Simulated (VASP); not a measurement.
All values below come from PBEsol GGA, VASP's PBE PAW potentials (set 64) (plane waves; VASP).

Input for VASP

KPOINTS:
```
Automatic
0
gamma
  10 10 6
```

File POSCAR:
```
BN
1.0
  1.2553610264  -2.1743492998   0.0000000000
  1.2553610264   2.1743492998   0.0000000000
  0.0000000000   0.0000000000   4.1536638872
B N
2 2
Direct
  0.6666670000   0.3333330000   0.5004167101
  0.3333330000   0.6666670000   0.0004167101
  0.6666670000   0.3333330000   0.8745832899
  0.3333330000   0.6666670000   0.3745832899
```

INCAR:
```
ALGO=Normal
EDIFF=1E-7
EDIFFG=-0.01
ENCUT=600
GGA=PS
IBRION=2
ISIF=3
ISMEAR=0
LASPH=.TRUE.
LCHARG=.FALSE.
LREAL=.FALSE.
LWAVE=.FALSE.
NELM=100
NSW=40
PREC=Accurate
PSTRESS=150
SIGMA=0.05
SYSTEM=BN
```

POTCAR, in this order: B N (PBE.64 set). Program: vasp_std.

Output

**OUTCAR**
```
 ion  position               nearest neighbor table
   1  0.667  0.333  0.500-   4 1.54   4 1.54   4 1.54   3 1.55
   2  0.333  0.667  0.000-   3 1.54   3 1.54   3 1.54   4 1.55
   3  0.667  0.333  0.875-   2 1.54   2 1.54   2 1.54   1 1.55
   4  0.333  0.667  0.375-   1 1.54   1 1.54   1 1.54   2 1.55
  LATTYP: Found a hexagonal cell.
 ALAT       =     2.5107222435
 C/A-ratio  =     1.6543701311
 Subroutine PRICEL returns:
 Original cell was already a primitive cell.
 Subroutine GETGRP returns: Found 12 space group operations
The static configuration has the point symmetry C_3v.
 The point group associated with its full space group is C_6v.
The dynamic configuration has the point symmetry C_3v.
 Subroutine INISYM returns: Found 12 space group operations
 Subroutine IBZKPT returns following result:
 Found     56 irreducible k-points:

 Following reciprocal coordinates:
            Coordinates               Weight
  0.000000  0.000000  0.000000      1.000000
  0.100000  0.000000  0.000000      6.000000
  0.200000  0.000000  0.000000      6.000000
  0.300000  0.000000  0.000000      6.000000
  0.400000  0.000000  0.000000      6.000000
  0.500000  0.000000  0.000000      3.000000
  0.100000  0.100000  0.000000      6.000000
  0.200000  0.100000  0.000000     12.000000
  0.300000  0.100000  0.000000     12.000000
  0.400000  0.100000  0.000000     12.000000
  0.200000  0.200000  0.000000      6.000000
  0.300000  0.200000  0.000000     12.000000
  0.400000  0.200000  0.000000      6.000000
  0.300000  0.300000  0.000000      6.000000
  0.000000  0.000000  0.166667      2.000000
  0.100000  0.000000  0.166667     12.000000
  0.200000  0.000000  0.166667     12.000000
  0.300000  0.000000  0.166667     12.000000
  0.400000  0.000000  0.166667     12.000000
  0.500000  0.000000  0.166667      6.000000
  0.100000  0.100000  0.166667     12.000000
  0.200000  0.100000  0.166667     24.000000
  0.300000  0.100000  0.166667     24.000000
  0.400000  0.100000  0.166667     24.000000
  0.200000  0.200000  0.166667     12.000000
  0.300000  0.200000  0.166667     24.000000
  0.400000  0.200000  0.166667     12.000000
  0.300000  0.300000  0.166667     12.000000
  0.000000  0.000000  0.333333      2.000000
  0.100000  0.000000  0.333333     12.000000
  0.200000  0.000000  0.333333     12.000000
  0.300000  0.000000  0.333333     12.000000
  0.400000  0.000000  0.333333     12.000000
  0.500000  0.000000  0.333333      6.000000
  0.100000  0.100000  0.333333     12.000000
  0.200000  0.100000  0.333333     24.000000
  0.300000  0.100000  0.333333     24.000000
  0.400000  0.100000  0.333333     24.000000
  0.200000  0.200000  0.333333     12.000000
  0.300000  0.200000  0.333333     24.000000
   k-points           NKPTS =     56   k-points in BZ     NKDIM =     56   number of bands    NBANDS=     12
   number of dos      NEDOS =    301   number of ions     NIONS =      4
   total plane-waves  NPLWV =  14400
   dimension x,y,z NGX =    20 NGY =   20 NGZ =   36
   dimension x,y,z NGXF=    40 NGYF=   40 NGZF=   72
   ions per type =               2   2
   PREC   = accura    normal or accurate (medium, high low for compatibility)
   ISTART =      0    job   : 0-new  1-cont  2-samecut
   ICHARG =      2    charge: 1-file 2-atom 10-const
   ISPIN  =      1    spin polarized calculation?
   LNONCOLLINEAR =      F non collinear calculations
   LSORBIT =      F    spin-orbit coupling
   INIWAV =      1    electr: 0-lowe 1-rand  2-diag
   ENCUT  =  600.0 eV  44.10 Ry    6.64 a.u.   5.01  5.01  8.30*2*pi/ulx,y,z
   NELM   =    100;   NELMIN=  2; NELMDL= -5     # of ELM steps
...
```

### OSZICAR
```
       N       E                     dE             d eps       ncg     rms          rms(c)
DAV:   1     0.586591005003E+02    0.58659E+02   -0.95320E+03  1344   0.146E+03
DAV:   2    -0.357112944220E+02   -0.94370E+02   -0.87702E+02  1848   0.316E+02
DAV:   3    -0.386148719449E+02   -0.29036E+01   -0.28928E+01  1784   0.556E+01
DAV:   4    -0.386318915832E+02   -0.17020E-01   -0.17000E-01  1684   0.423E+00
DAV:   5    -0.386320872660E+02   -0.19568E-03   -0.19563E-03  1744   0.427E-01    0.960E+00
DAV:   6    -0.368284463332E+02    0.18036E+01   -0.43618E+00  1664   0.183E+01    0.471E+00
DAV:   7    -0.366361733599E+02    0.19227E+00   -0.25940E-01  1616   0.531E+00    0.271E+00
DAV:   8    -0.365925122256E+02    0.43661E-01   -0.72250E-02  1552   0.242E+00    0.228E-01
DAV:   9    -0.365915249570E+02    0.98727E-03   -0.25766E-03  1748   0.566E-01    0.126E-01
DAV:  10    -0.365915953563E+02   -0.70399E-04   -0.17546E-04  1656   0.137E-01    0.224E-02
DAV:  11    -0.365915936661E+02    0.16902E-05   -0.36591E-05  1740   0.554E-02    0.113E-02
DAV:  12    -0.365915940653E+02   -0.39919E-06   -0.36493E-06  1700   0.189E-02    0.181E-03
DAV:  13    -0.365915941332E+02   -0.67866E-07   -0.67635E-08  1184   0.321E-03
   1 F= -.34468643E+02 E0= -.34468643E+02  d E =-.344686E+02
       N       E                     dE             d eps       ncg     rms          rms(c)
DAV:   1    -0.365938639219E+02   -0.22699E-02   -0.12013E-03  1620   0.367E-01    0.423E-02
DAV:   2    -0.365938297976E+02    0.34124E-04   -0.79867E-05  1660   0.881E-02    0.153E-02
DAV:   3    -0.365938264964E+02    0.33012E-05   -0.11779E-05  1712   0.323E-02    0.483E-03
DAV:   4    -0.365938258275E+02    0.66886E-06   -0.96688E-07  1688   0.959E-03    0.218E-03
DAV:   5    -0.365938256366E+02    0.19096E-06   -0.19544E-07   952   0.423E-03    0.789E-04
DAV:   6    -0.365938256049E+02    0.31663E-07   -0.21577E-08   792   0.225E-03
   2 F= -.34468639E+02 E0= -.34468639E+02  d E =0.438242E-05
       N       E                     dE             d eps       ncg     rms          rms(c)
DAV:   1    -0.365926147201E+02    0.12109E-02   -0.36500E-04  1608   0.202E-01    0.234E-02
DAV:   2    -0.365926044588E+02    0.10261E-04   -0.24248E-05  1656   0.485E-02    0.847E-03
DAV:   3    -0.365926036803E+02    0.77849E-06   -0.35870E-06  1704   0.179E-02    0.265E-03
DAV:   4    -0.365926036289E+02    0.51434E-07   -0.29067E-07  1480   0.530E-03
   3 F= -.34468651E+02 E0= -.34468651E+02  d E =-.755883E-05
```

**OUTCAR**
```
------------------------ aborting loop because EDIFF is reached ----------------------------------------
  FORCE on cell =-STRESS in cart. coord.  units (eV):
  Direction    XX          YY          ZZ          XY          YZ          ZX
  --------------------------------------------------------------------------------------
  Total        2.1217603      2.1217607      2.1232520      0.0000000      0.0000000      0.0000000
  in kB      149.8451470    149.8451781    149.9504975      0.0000000      0.0000000      0.0000000
  external PRESSURE =      -0.1197258 kB  Pullay stress =     150.0000000 kB
  volume of cell :       22.69
      direct lattice vectors                 reciprocal lattice vectors
     1.255507437 -2.174602896 -0.000000000     0.398245351 -0.229927037  0.000000000
     1.255507437  2.174602896  0.000000000     0.398245351  0.229927037 -0.000000000
     0.000000000  0.000000000  4.154655061     0.000000000 -0.000000000  0.240693869
  FREE ENERGIE OF THE ION-ELECTRON SYSTEM (eV)
  ---------------------------------------------------
  free  energy   TOTEN  =       -36.5926036289 eV

  energy  without entropy=      -36.5926036289  energy(sigma->0) =      -36.59260363
  enthalpy is  TOTEN    =       -34.4686506571 eV   P V=        2.1239529717

 reached required accuracy - stopping structural energy minimisation
```
(Selected blocks of OUTCAR.)

**CONTCAR**
```
BN
   1.00000000000000
     1.2555074371746602   -2.1746028958322943   -0.0000000000000000
     1.2555074371746602    2.1746028958322943    0.0000000000000000
     0.0000000000000000    0.0000000000000000    4.1546550607007564
  B               N
     2     2
Direct
     0.6666669999999968    0.3333330000000032    0.5004128923077404
     0.3333330000000032    0.6666669999999968    0.0004128923077404
     0.6666669999999968    0.3333330000000032    0.8745871076922596
     0.3333330000000032    0.6666669999999968    0.3745871076922596
```

The compound is BN in the wurtzite structure, a metastable high-pressure form. This run relaxes it under an external pressure of 15 GPa. Symmetry was kept, so distortions that lower it aren't found.
